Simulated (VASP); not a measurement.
Here is the system:

```
CELL_PARAMETERS angstrom
      1.62433    -2.81342     0.00000
      1.62433     2.81342     0.00000
      0.00000     0.00000     5.13784
ATOMIC_POSITIONS crystal
  Hf 0.33333 0.66667 0.25000
  Hf 0.66667 0.33333 0.75000
```

These are vdW-DF2, VASP's PBE PAW potentials (set 64) (plane waves; VASP) values and carry that method's errors. Run with 520 eV cut-off, Gaussian smearing of 0.050 eV, potentials Hf_pv.

Unless said otherwise, spin-orbit coupling is left out, though it shifts the bands of the heavy elements here.

Task: Predict the band gap (along the path) with the smallest direct gap where there is one.

Result: 
```yaml
band gap (along the path): none (metal, semimetal or under 0.01 eV)
```

The compound is Hf in the hcp structure. It was relaxed first, which changed the volume by +6 %.
